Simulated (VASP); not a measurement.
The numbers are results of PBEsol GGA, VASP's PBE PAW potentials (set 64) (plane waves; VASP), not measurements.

Input for VASP

**POSCAR**
```
Mg2ZnO3
1
    2.9965640279     0.0000000000     0.0000000000
   -1.4982820140     2.5951005244     0.0000000000
    0.0000000000     0.0000000000     7.3097359198
Mg Zn O
2 1 3
Direct
  0.3333330000   0.6666670000   0.6659932969
  0.6666670000   0.3333330000   0.3340067031
  1.0000000000   0.0000000000   1.0000000000
  0.3333330000   0.6666670000   0.1720486354
  0.6666670000   0.3333330000   0.8279513646
  1.0000000000   0.0000000000   0.5000000000
```

INCAR:
```
# general
SYSTEM  = Mg2ZnO3
PREC    = Accurate
ENCUT   = 520
LREAL   = .FALSE.
LASPH   = .TRUE.

# electronic loop
EDIFF   = 1E-7
NELM    = 100
ALGO    = Normal
LMAXMIX = 4

# smearing
ISMEAR  = -5

# functional
GGA     = PS

# ions
ISIF    = 2

# output
LWAVE   = .FALSE.
LCHARG  = .TRUE.
LORBIT  = 11
NEDOS   = 601
```

File KPOINTS:
```
Automatic mesh
0
Gamma
10 10 4
0 0 0
```

POTCAR, in this order: Mg Zn O (PBE.64 set). Program: vasp_std.

The resulting files:

File OUTCAR:
```
 ion  position               nearest neighbor table
   1  0.333  0.667  0.666-   5 2.10   5 2.10   5 2.10   6 2.11   6 2.11   6 2.11   2 2.98   2 2.98
                             2 2.98   3 2.99   3 2.99   3 2.99
   2  0.667  0.333  0.334-   4 2.10   4 2.10   4 2.10   6 2.11   6 2.11   6 2.11   1 2.98   1 2.98
                             1 2.98   3 2.99   3 2.99   3 2.99
   3  0.000  0.000  0.000-   4 2.14   5 2.14   4 2.14   5 2.14   5 2.14   4 2.14   1 2.99   2 2.99
                             1 2.99   2 2.99   1 2.99   2 2.99
   4  0.333  0.667  0.172-   2 2.10   2 2.10   2 2.10   3 2.14   3 2.14   3 2.14
   5  0.667  0.333  0.828-   1 2.10   1 2.10   1 2.10   3 2.14   3 2.14   3 2.14
   6  0.000  0.000  0.500-   1 2.11   2 2.11   1 2.11   2 2.11   2 2.11   1 2.11
  LATTYP: Found a hexagonal cell.
 ALAT       =     2.9965640279
 C/A-ratio  =     2.4393725119
 Subroutine PRICEL returns:
 Original cell was already a primitive cell.
 Subroutine GETGRP returns: Found 12 space group operations
The static configuration has the point symmetry D_3d.
The dynamic configuration has the point symmetry D_3d.
 Subroutine INISYM returns: Found 12 space group operations
 Subroutine IBZKPT returns following result:
 Found     50 irreducible k-points:

 Following reciprocal coordinates:
            Coordinates               Weight
  0.000000  0.000000  0.000000      1.000000
...
```

OSZICAR:
```
       N       E                     dE             d eps       ncg     rms          rms(c)
DAV:   1     0.285574070527E+03    0.28557E+03   -0.17320E+04  2100   0.190E+03
DAV:   2    -0.104398151235E+02   -0.29601E+03   -0.28089E+03  2484   0.419E+02
DAV:   3    -0.383407283285E+02   -0.27901E+02   -0.27746E+02  2515   0.136E+02
DAV:   4    -0.388769014043E+02   -0.53617E+00   -0.53530E+00  2470   0.202E+01
DAV:   5    -0.388831728148E+02   -0.62714E-02   -0.62705E-02  2485   0.220E+00    0.132E+01
DAV:   6    -0.344612809811E+02    0.44219E+01   -0.17704E+01  3203   0.743E+01    0.743E+00
DAV:   7    -0.345941699315E+02   -0.13289E+00   -0.26241E+00  2210   0.138E+01    0.482E+00
DAV:   8    -0.345828663679E+02    0.11304E-01   -0.83352E-01  3317   0.104E+01    0.159E+00
DAV:   9    -0.345256963245E+02    0.57170E-01   -0.16344E-01  3362   0.845E+00    0.541E-01
DAV:  10    -0.345240278469E+02    0.16685E-02   -0.62448E-02  2733   0.211E+00    0.918E-02
DAV:  11    -0.345241614869E+02   -0.13364E-03   -0.15769E-03  2725   0.480E-01    0.750E-02
DAV:  12    -0.345241115700E+02    0.49917E-04   -0.39020E-04  2989   0.224E-01    0.134E-02
DAV:  13    -0.345241150498E+02   -0.34798E-05   -0.56280E-05  2828   0.102E-01    0.805E-03
DAV:  14    -0.345241139671E+02    0.10827E-05   -0.73784E-06  3078   0.657E-02    0.160E-03
DAV:  15    -0.345241141120E+02   -0.14491E-06   -0.14753E-06  2792   0.156E-02    0.158E-03
DAV:  16    -0.345241141095E+02    0.25625E-08   -0.18257E-07  1625   0.553E-03
   1 F= -.34524114E+02 E0= -.34524114E+02  d E =0.000000E+00
```

File OUTCAR:
```
------------------------ aborting loop because EDIFF is reached ----------------------------------------
  FORCE on cell =-STRESS in cart. coord.  units (eV):
  Direction    XX          YY          ZZ          XY          YZ          ZX
  --------------------------------------------------------------------------------------
  Total       -0.0043110     -0.0043110     -0.0242124      0.0000000     -0.0000000      0.0000000
  in kB       -0.1215092     -0.1215092     -0.6824484      0.0000000     -0.0000000      0.0000000
  external PRESSURE =      -0.3084889 kB  Pullay stress =       0.0000000 kB
  volume of cell :       56.84
      direct lattice vectors                 reciprocal lattice vectors
     2.996564028  0.000000000  0.000000000     0.333715546  0.192670764  0.000000000
    -1.498282014  2.595100524  0.000000000     0.000000000  0.385341527  0.000000000
     0.000000000  0.000000000  7.309735920     0.000000000  0.000000000  0.136803848
 POSITION                                       TOTAL-FORCE (eV/Angst)
 -----------------------------------------------------------------------------------
     -0.00000      1.73007      4.86824         0.000000      0.000000      0.002095
      1.49828      0.86503      2.44150         0.000000     -0.000000     -0.002095
      0.00000      0.00000      0.00000         0.000000      0.000000      0.000000
     -0.00000      1.73007      1.25763         0.000000      0.000000     -0.011240
      1.49828      0.86503      6.05211        -0.000000      0.000000      0.011240
      0.00000      0.00000      3.65487         0.000000      0.000000      0.000000
 -----------------------------------------------------------------------------------
    total drift:                                0.000000     -0.000000      0.000000
  FREE ENERGIE OF THE ION-ELECTRON SYSTEM (eV)
  ---------------------------------------------------
  free  energy   TOTEN  =       -34.5241141095 eV

  energy  without entropy=      -34.5241141095  energy(sigma->0) =      -34.52411411

 total charge

# of ion       s       p       d       tot
------------------------------------------
    1        0.149   0.178   0.079   0.405
    2        0.149   0.178   0.079   0.405
    3        0.410   0.423   9.920  10.753
    4        1.547   3.482   0.000   5.029
    5        1.547   3.482   0.000   5.029
    6        1.537   3.535   0.000   5.072
--------------------------------------------------
tot          5.339  11.276  10.077  26.693
```
(Selected blocks of OUTCAR.)

The structure comes from a computed database's Mg2ZnO3 entry (P-3m1); how it stands against other phases isn't given here. It was relaxed first.
